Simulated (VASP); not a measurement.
Data:

```
PbSe
1.0
    3.76296     0.00000     0.00000
    0.00000     3.76296     0.00000
    0.00000     0.00000     3.76296
Pb Se
1 1
Cartesian
  0.00000   0.00000   0.00000
  1.88148   1.88148   1.88148
```

Calculation: r2SCAN meta-GGA, VASP's PBE PAW potentials (set 64) (plane waves; VASP 6.6.1). Run with 400 eV cut-off, 11×11×11 Γ-centred mesh, tetrahedra with Blöchl corrections, potentials Pb_d Se.

Unless said otherwise, spin-orbit coupling is left out, though it shifts the bands of the heavy elements here.

Question: Tabulate the total density of states (states/eV per cell) against energy (eV; zero at the valence-band maximum or, without a gap, the Fermi level).

Answer: 
```
E (eV) | DOS (states/eV)
    -9.98 |  0.00
    -9.62 |  0.00
    -9.26 |  0.00
    -8.90 | ###### 0.47
    -8.66 | ########### 0.78
    -8.30 | ########################## 1.87
    -7.94 | ################### 1.39
    -7.58 | ######### 0.68
    -7.22 | #### 0.29
    -6.86 | ## 0.12
    -6.50 |  0.00
    -6.14 |  0.00
    -5.90 |  0.00
    -5.54 |  0.00
    -5.18 |  0.00
    -4.82 |  0.00
    -4.46 |  0.02
    -4.10 | ######## 0.56
    -3.74 | ############ 0.86
    -3.38 | #################### 1.43
    -3.14 | ######################### 1.84
    -2.78 | ##################### 1.50
    -2.42 | ################# 1.24
    -2.06 | ################### 1.37
    -1.70 | ################### 1.37
    -1.34 | ###################### 1.58
    -0.98 | ##################### 1.56
    -0.62 | ####################### 1.65
    -0.38 | ############################## 2.18
    -0.02 | ######## 0.58
     0.34 | ## 0.15
     0.70 | ### 0.23
     1.06 | ##### 0.35
     1.42 | ###### 0.45
     1.78 | ######### 0.68
     2.14 | ############### 1.11
     2.38 | ##################### 1.56
     2.74 | ################### 1.35
     3.10 | #################### 1.44
     3.46 | ################# 1.26
```
Within 2 eV below the Fermi level the largest weight inside VASP's projection spheres is Se p.

The structure was generated: PbSe was put into the CsCl type (Pm-3m), which need not be its known phase. It was relaxed first, which changed the volume by +11 %.
